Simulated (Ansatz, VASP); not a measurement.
# HfO2 in two plane-wave programs, part 2 of 3

Aim: how closely do two programs agree when they are given the same cell, functional and k mesh? The cell is taken from a series of runs on this material, whose earlier steps may have relaxed, scaled, displaced or heated it; both programs get it as it stands.

VASP 6.6.1 and Ansatz 0.2.0.

So far: The structure; Ansatz: zone-centre phonons, LDA.

### 3. VASP: zone-centre phonons, LDA

Level of this step: LDA; plane waves and PAW (O, Hf_pv) (VASP).

The same cell, functional (in two slightly different forms) and mesh now go to VASP, with its own data sets.

Lines of VASP's logs that name or quote its potential files are left out, and so is its time.

INCAR reads:

```
SYSTEM = HfO2
PREC = Accurate
ENCUT = 600
EDIFF = 1E-08
NELM = 120
ISMEAR = 0
SIGMA = 0.01
LREAL = .FALSE.
ALGO = Normal
GGA = CA
NBANDS = 28
LASPH = .TRUE.
LORBIT = 11
LWAVE = .FALSE.
LCHARG = .FALSE.
ISIF = 2
IBRION = 8
LEPSILON = .TRUE.
GGA_COMPAT = .FALSE.
EFERMI = MIDGAP
KPAR = 2
```

POSCAR reads:

```
HfO2
1.0
    3.4558753756      0.0000000000      0.0000000000
    0.0000000000      3.4558753756      0.0000000000
    0.0000000000      0.0000000000      4.9194285182
O Hf
4 2
Direct
    0.0000000000      0.5000000000      0.7220623687
    0.5000000000      0.0000000000      0.7779376313
    0.5000000000      0.0000000000      0.2779376313
    0.0000000000      0.5000000000      0.2220623687
    0.5000000000      0.5000000000      0.5000000000
    0.0000000000      0.0000000000      0.0000000000
```

KPOINTS reads:

```
Automatic mesh
0
Gamma
8 8 6
0 0 0
```

Potentials, in the order of the species: O and Hf_pv (LDA family, release 64).

Command:

```console
> mpirun -np 2 vasp_std
```

Log:

```text
[banner, memory and clock lines left out]
running    2 mpi-ranks, on    1 nodes
 distrk:  each k-point on    1 cores,    2 groups
 distr:  one band on    1 cores,    1 groups

 POSCAR found type information on POSCAR O Hf
 POSCAR found :  2 types and       6 ions
 LDA part: xc-table for (Slater(with rela. corr.)+CA(PZ))
 , standard interpolation
 POSCAR, INCAR and KPOINTS ok, starting setup
 FFT: planning ... GRIDC
 FFT: planning ... GRID_SOFT
 FFT: planning ... GRID
 WAVECAR not read
 entering main loop
       N       E                     dE             d eps       ncg     rms          rms(c)
DAV:   1     0.273643505332E+03    0.27364E+03   -0.27883E+04  3360   0.178E+03
DAV:   2    -0.631472210764E+02   -0.33679E+03   -0.32834E+03  4312   0.411E+02
DAV:   3    -0.768066393558E+02   -0.13659E+02   -0.13617E+02  4028   0.760E+01
DAV:   4    -0.769266052930E+02   -0.11997E+00   -0.11990E+00  4336   0.778E+00
DAV:   5    -0.769275072030E+02   -0.90191E-03   -0.90182E-03  4096   0.646E-01    0.901E+01
DAV:   6    -0.663313221376E+02    0.10596E+02   -0.54014E+01  3680   0.422E+01    0.732E+01
DAV:   7    -0.660733080396E+02    0.25801E+00   -0.21391E+00  3976   0.105E+01    0.358E+01
DAV:   8    -0.660371682514E+02    0.36140E-01   -0.11088E-01  4080   0.261E+00    0.474E+00
DAV:   9    -0.660266319499E+02    0.10536E-01   -0.32779E-02  3784   0.134E+00    0.252E+00
DAV:  10    -0.660259737039E+02    0.65825E-03   -0.48824E-03  4148   0.446E-01    0.127E-01
DAV:  11    -0.660259755266E+02   -0.18227E-05   -0.36877E-04  3884   0.120E-01    0.317E-02
DAV:  12    -0.660259781745E+02   -0.26479E-05   -0.92032E-06  4008   0.196E-02    0.634E-02
DAV:  13    -0.660259778586E+02    0.31582E-06   -0.96503E-07  4204   0.621E-03    0.138E-03
DAV:  14    -0.660259778675E+02   -0.88739E-08   -0.49373E-08  3908   0.145E-03
   1 F= -.66025978E+02 E0= -.66025978E+02  d E =0.000000E+00
 Linear response reoptimize wavefunctions to high precision
DAV:   1    -0.660259778686E+02   -0.11132E-08   -0.77602E-09  3252   0.599E-04
DAV:   2    -0.660259778687E+02   -0.10641E-09   -0.51401E-10  2320   0.153E-04
DAV:   3    -0.660259778688E+02   -0.71850E-10   -0.61938E-11  2240   0.510E-05
 Linear response G [H, r] |phi>, progress :
  Direction:   1
       N       E                     dE             d eps       ncg     rms
RMM:   1    -0.189607098975E+03   -0.18961E+03    0.13393E+03  4976   0.227E+02
RMM:   2    -0.180481417987E+03    0.91257E+01   -0.60357E+01  5365   0.389E+01
RMM:   3    -0.181010623681E+03   -0.52921E+00   -0.41532E+00  6310   0.636E+00
RMM:   4    -0.181011072317E+03   -0.44864E-03   -0.23313E-01  6738   0.133E+00
RMM:   5    -0.181010758520E+03    0.31380E-03   -0.17062E-02  6530   0.321E-01
RMM:   6    -0.181010831886E+03   -0.73366E-04   -0.11455E-03  6803   0.814E-02
RMM:   7    -0.181010835484E+03   -0.35981E-05   -0.93104E-06  6768   0.268E-02
RMM:   8    -0.181010832585E+03    0.28987E-05   -0.20282E-04  6616   0.134E-02
RMM:   9    -0.181010845049E+03   -0.12463E-04   -0.79264E-05  6297   0.106E-02
RMM:  10    -0.181010841868E+03    0.31809E-05   -0.17728E-04  6259   0.984E-03
RMM:  11    -0.181010837189E+03    0.46788E-05   -0.23070E-05  6052   0.968E-03
RMM:  12    -0.181010836047E+03    0.11421E-05    0.28429E-04  5768   0.959E-03
RMM:  13    -0.181010833806E+03    0.22403E-05    0.14558E-04  5679   0.956E-03
 Linear response G [H, r] |phi>, progress :
  Direction:   2
       N       E                     dE             d eps       ncg     rms
RMM:   1    -0.185931178491E+03   -0.18593E+03    0.16405E+03  4974   0.234E+02
RMM:   2    -0.174340980442E+03    0.11590E+02   -0.71535E+01  5413   0.421E+01
RMM:   3    -0.174899089572E+03   -0.55811E+00   -0.42193E+00  6294   0.697E+00
RMM:   4    -0.174918492901E+03   -0.19403E-01   -0.26392E-01  6687   0.150E+00
RMM:   5    -0.174919214211E+03   -0.72131E-03   -0.26047E-02  6562   0.389E-01
RMM:   6    -0.174919376343E+03   -0.16213E-03   -0.25083E-03  6785   0.979E-02
RMM:   7    -0.174919373757E+03    0.25852E-05   -0.53577E-04  6732   0.313E-02
RMM:   8    -0.174919376104E+03   -0.23469E-05   -0.39314E-05  6541   0.152E-02
RMM:   9    -0.174919379268E+03   -0.31633E-05   -0.48082E-04  6257   0.118E-02
RMM:  10    -0.174919376598E+03    0.26698E-05   -0.20705E-04  6113   0.109E-02
RMM:  11    -0.174919379086E+03   -0.24881E-05   -0.38076E-04  5863   0.107E-02
RMM:  12    -0.174919381192E+03   -0.21065E-05   -0.61354E-04  5587   0.106E-02
RMM:  13    -0.174919379886E+03    0.13064E-05   -0.46876E-04  5473   0.106E-02
 Linear response G [H, r] |phi>, progress :
  Direction:   3
       N       E                     dE             d eps       ncg     rms
RMM:   1    -0.183959953839E+03   -0.18396E+03    0.14706E+03  5258   0.226E+02
RMM:   2    -0.177761441791E+03    0.61985E+01   -0.55735E+01  5402   0.379E+01
RMM:   3    -0.178278352824E+03   -0.51691E+00   -0.33484E+00  6259   0.617E+00
RMM:   4    -0.178298790014E+03   -0.20437E-01   -0.21695E-01  6505   0.130E+00
[...]
RMM:   9    -0.693001682873E+00    0.85286E-05   -0.15982E-06  5828   0.285E-03    0.265E-03
RMM:  10    -0.693010746685E+00   -0.90638E-05   -0.35160E-06  5745   0.110E-03    0.540E-04
RMM:  11    -0.693007159692E+00    0.35870E-05   -0.34961E-06  5852   0.903E-04    0.604E-04
[...]
RMM:   7    -0.362599692925E+00    0.19579E-04   -0.47613E-07 11894   0.343E-03    0.579E-03
RMM:   8    -0.362589896113E+00    0.97968E-05   -0.74282E-08 12494   0.109E-03    0.282E-03
RMM:   9    -0.362593076976E+00   -0.31809E-05   -0.83757E-08 13068   0.468E-04    0.392E-04
RMM:  10    -0.362591396993E+00    0.16800E-05   -0.26737E-08 12072   0.263E-04    0.130E-04
RMM:  11    -0.362591533313E+00   -0.13632E-06   -0.98905E-08 13905   0.194E-04    0.623E-05
RMM:  12    -0.362591484183E+00    0.49131E-07   -0.59372E-08 13915   0.178E-04    0.132E-05
RMM:  13    -0.362591505158E+00   -0.20976E-07   -0.30141E-08 13404   0.174E-04    0.239E-06
RMM:  14    -0.362591503422E+00    0.17362E-08   -0.81033E-08 12197   0.173E-04    0.217E-06
 first order change of Fermi-energy   0.22971E-04
 force on displaced ion       1 direction 2 :   0.000 -10.900   0.005
 Born effective charge ion    1 direction 2 :   0.000  -2.391  -0.000
 Linear response progress:
  Degree of freedom:   3/  5
       N       E                     dE             d eps       ncg     rms          rms(c)
RMM:   1    -0.382355081160E+00   -0.38236E+00    0.22728E-01 11614   0.322E+00
RMM:   2    -0.369684211180E+00    0.12671E-01   -0.16052E-02  8953   0.610E-01    0.117E+00
RMM:   3    -0.370810132770E+00   -0.11259E-02   -0.21167E-03  8773   0.207E-01    0.611E-01
RMM:   4    -0.372685017067E+00   -0.18749E-02   -0.12523E-03  8819   0.161E-01    0.940E-02
RMM:   5    -0.372674386064E+00    0.10631E-04   -0.99211E-05  9108   0.403E-02    0.237E-02
RMM:   6    -0.372679228416E+00   -0.48424E-05   -0.57069E-06  9601   0.648E-03    0.137E-02
RMM:   7    -0.372645223741E+00    0.34005E-04    0.19469E-06  9558   0.457E-03    0.505E-03
RMM:   8    -0.372634324158E+00    0.10900E-04    0.46530E-08  9612   0.171E-03    0.134E-03
RMM:   9    -0.372641353729E+00   -0.70296E-05   -0.34300E-07  9666   0.725E-04    0.502E-04
RMM:  10    -0.372642905724E+00   -0.15520E-05    0.12014E-07  9786   0.338E-04    0.132E-04
RMM:  11    -0.372642842275E+00    0.63449E-07    0.39626E-07 10546   0.231E-04    0.361E-05
RMM:  12    -0.372642861137E+00   -0.18862E-07    0.16976E-07 10880   0.209E-04    0.105E-05
RMM:  13    -0.372642843480E+00    0.17657E-07    0.10308E-07 10471   0.204E-04    0.762E-06
RMM:  14    -0.372642846100E+00   -0.26199E-08    0.15159E-07  9931   0.203E-04    0.178E-06
RMM:  15    -0.372642845644E+00    0.45617E-09    0.97750E-08  8728   0.203E-04    0.843E-07
 first order change of Fermi-energy   0.20709E+00
 force on displaced ion       1 direction 3 :   0.000   0.000 -17.140
 Born effective charge ion    1 direction 3 :   0.000   0.000  -2.637
 Linear response progress:
  Degree of freedom:   4/  5
       N       E                     dE             d eps       ncg     rms          rms(c)
RMM:   1    -0.232864700316E+00   -0.23286E+00    0.24461E+00  9034   0.834E+00
RMM:   2    -0.225164222398E+00    0.77005E-02   -0.35941E-02 11007   0.102E+00    0.106E+00
RMM:   3    -0.224667566312E+00    0.49666E-03   -0.10989E-03 12588   0.145E-01    0.617E-01
RMM:   4    -0.224000503187E+00    0.66706E-03   -0.21916E-04 14471   0.674E-02    0.164E-01
RMM:   5    -0.223844623388E+00    0.15588E-03   -0.25823E-05 15328   0.178E-02    0.314E-02
RMM:   6    -0.223868421374E+00   -0.23798E-04   -0.73996E-06 13949   0.884E-03    0.233E-02
RMM:   7    -0.223867936845E+00    0.48453E-06   -0.50047E-06 15626   0.230E-03    0.154E-02
RMM:   8    -0.223865410350E+00    0.25265E-05   -0.57809E-06 14770   0.115E-03    0.838E-04
RMM:   9    -0.223865224939E+00    0.18541E-06   -0.48233E-06 14780   0.538E-04    0.379E-04
RMM:  10    -0.223865284857E+00   -0.59918E-07   -0.24870E-06 16198   0.339E-04    0.240E-04
RMM:  11    -0.223865267432E+00    0.17425E-07   -0.12685E-06 15551   0.282E-04    0.415E-05
RMM:  12    -0.223865238925E+00    0.28507E-07   -0.61931E-07 15825   0.256E-04    0.446E-05
RMM:  13    -0.223865239244E+00   -0.31952E-09   -0.14917E-07 15380   0.245E-04    0.255E-05
RMM:  14    -0.223865239531E+00   -0.28703E-09    0.20355E-08 14362   0.239E-04    0.119E-05
 first order change of Fermi-energy  -0.41658E-04
 force on displaced ion       5 direction 1 : -12.655   0.000  -0.001
 Born effective charge ion    5 direction 1 :   5.561   0.000  -0.000
 Linear response progress:
  Degree of freedom:   5/  5
       N       E                     dE             d eps       ncg     rms          rms(c)
RMM:   1    -0.255651873978E+00   -0.25565E+00    0.24981E+00  7352   0.842E+00
RMM:   2    -0.244529338192E+00    0.11123E-01   -0.40019E-02  8479   0.112E+00    0.987E-01
RMM:   3    -0.243359748066E+00    0.11696E-02   -0.31170E-03 10057   0.212E-01    0.622E-01
RMM:   4    -0.242316388796E+00    0.10434E-02   -0.93460E-04  9771   0.174E-01    0.210E-01
RMM:   5    -0.242136094011E+00    0.18029E-03   -0.22605E-04 11870   0.528E-02    0.463E-02
RMM:   6    -0.242190997208E+00   -0.54903E-04   -0.14643E-05  9950   0.197E-02    0.327E-02
RMM:   7    -0.242205238151E+00   -0.14241E-04   -0.14115E-06 11260   0.572E-03    0.304E-02
RMM:   8    -0.242207221325E+00   -0.19832E-05   -0.94331E-07 10609   0.394E-03    0.376E-03
RMM:   9    -0.242213311438E+00   -0.60901E-05   -0.49923E-06 10067   0.340E-03    0.233E-03
RMM:  10    -0.242213927849E+00   -0.61641E-06    0.30461E-06 11920   0.111E-03    0.106E-03
RMM:  11    -0.242213961357E+00   -0.33508E-07    0.20742E-06 10324   0.553E-04    0.293E-04
RMM:  12    -0.242213841537E+00    0.11982E-06    0.22878E-06 11447   0.348E-04    0.255E-04
RMM:  13    -0.242213900324E+00   -0.58787E-07    0.49917E-07 11520   0.323E-04    0.272E-04
RMM:  14    -0.242213935849E+00   -0.35526E-07    0.23655E-07 12856   0.303E-04    0.729E-05
RMM:  15    -0.242213934661E+00    0.11884E-08    0.32159E-07 12517   0.291E-04    0.376E-05
RMM:  16    -0.242213942047E+00   -0.73859E-08    0.24373E-07 12843   0.290E-04    0.121E-05
RMM:  17    -0.242213939893E+00    0.21539E-08    0.22685E-07 12449   0.284E-04    0.687E-06
RMM:  18    -0.242213941588E+00   -0.16946E-08    0.12278E-07 11872   0.283E-04    0.313E-06
RMM:  19    -0.242213940727E+00    0.86047E-09    0.14712E-07 10554   0.282E-04    0.369E-06
RMM:  20    -0.242213938878E+00    0.18487E-08    0.43003E-08 11067   0.283E-04    0.191E-06
 first order change of Fermi-energy  -0.12545E-03
 force on displaced ion       5 direction 3 :   0.000   0.000 -31.465
 Born effective charge ion    5 direction 3 :   0.000   0.000   5.274
 Born effective charges drift removed
 Linear response finished
```

[end of part 2 of 3]

[Lines on the potential files, build, host, timing and source positions are cut from VASP's logs without a mark.]

[Logs are printed without paths, hosts, clocks, repeated set-up lines and the standing remarks that a program may print on its own settings, such as how far it seeks lower states.]

[Hosts, paths, dates, database ids (printed as entryN), source tags and the programs' standing remarks are cut or masked in the printed files.]
